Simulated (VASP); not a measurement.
Given:

```xyz
2
Lattice="2.9500 0.0000 0.0000 0.0000 2.9500 0.0000 0.0000 0.0000 2.9500" Properties=species:S:1:pos:R:3 pbc="T T T"
Zn     1.4750     1.4750     1.4750
Cu     0.0000     0.0000     0.0000
```

Level of theory: LDA (Ceperley-Alder, Perdew-Zunger), VASP's LDA PAW potentials (set 64) (plane waves; VASP). Settings: 520 eV cut-off, 11×11×11 Γ-centred mesh, first-order Methfessel-Paxton smearing of 0.10 eV, potentials Zn Cu.

Energy and stress use the plane-wave basis of the starting cell.

Question: The ions, cell shape and volume are relaxed. Give the cell that the relaxation ends in.

Answer: 
```xyz
2
Lattice="2.8764 0.0000 0.0000 0.0000 2.8764 0.0000 0.0000 0.0000 2.8764" Properties=species:S:1:pos:R:3 pbc="T T T"
Zn     1.4382     1.4382     1.4382
Cu     0.0000     0.0000     0.0000
```
Space group Pm-3m (221), at a tolerance of 0.03 Å.

Question: How do energy and volume change from the first to the last step?

Answer: The energy (σ→0) changes by -31.5 meV/atom and the volume by -7.3 %, in 9 ionic steps.

The compound is CuZn in the CsCl type structure. This run relaxes it. Symmetry was kept, so distortions that lower it aren't found. The electron count is odd and the run is not spin-polarised, which forces a metal.
